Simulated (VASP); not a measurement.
Input:

```xyz
5
Lattice="5.8699 0.0000 0.0000 0.0000 5.8699 0.0000 0.0000 0.0000 5.8699" Properties=species:S:1:pos:R:3 pbc="T T T"
Cs     0.0000     0.0000     0.0000
Pb     2.9350     2.9350     2.9350
Br     2.9350     0.0000     2.9350
Br     0.0000     2.9350     2.9350
Br     2.9350     2.9350     0.0000
```

Method: PBE GGA with D3 dispersion (zero damping), VASP's PBE PAW potentials (set 64) (plane waves; VASP 6.6.1). Numerical set-up: 520 eV cut-off, 4×4×4 Γ-centred mesh, Gaussian smearing of 0.050 eV, potentials Cs_sv Pb_d Br.

Unless said otherwise, spin-orbit coupling is left out, though it shifts the bands of the heavy elements here.

Predict the energy per atom (σ→0), band gap (on the k-mesh) with the smallest direct gap where there is one.

```yaml
band gap (on the k-mesh): 1.53 eV
smallest direct gap (on the k-mesh): 1.53 eV
energy per atom (σ→0): -3.405 eV/atom
```

The compound is CsPbBr3 in the cubic perovskite structure, the ideal cubic form; the compound distorts at low or room temperature. This cell is one point of a volume scan, at 0.97 of the reference volume.
